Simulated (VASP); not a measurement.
```yaml
crystal:
  lattice:
    - [1.54205, -2.67092, 0.00000]
    - [1.54205, 2.67092, 0.00000]
    - [0.00000, 0.00000, 3.41806]
  atoms:
    - { symbol: Hf, position: [0.00000, 0.00000, 0.00000] }
    - { symbol: B, position: [0.33333, 0.66667, 0.50000] }
    - { symbol: B, position: [0.66667, 0.33333, 0.50000] }
```

Level of theory: PBEsol GGA, VASP's PBE PAW potentials (set 64) (plane waves; VASP). Numerical set-up: 400 eV cut-off, 8×8×7 Γ-centred mesh, Gaussian smearing of 0.20 eV, potentials Hf_pv B.

At this cut-off the stress carries a Pulay error, which pulls relaxed volumes low.

**Question.** Give the stress tensor in GPa (positive for a compressed cell).

**Answer.** 
```
11.55   0.00   0.00
 0.00  11.55   0.00
 0.00   0.00   8.08
```
The pressure is its mean diagonal, 10.39 GPa.

The structure is a typed HfB2 crystal (P6/mmm). The cell was not relaxed at this level.
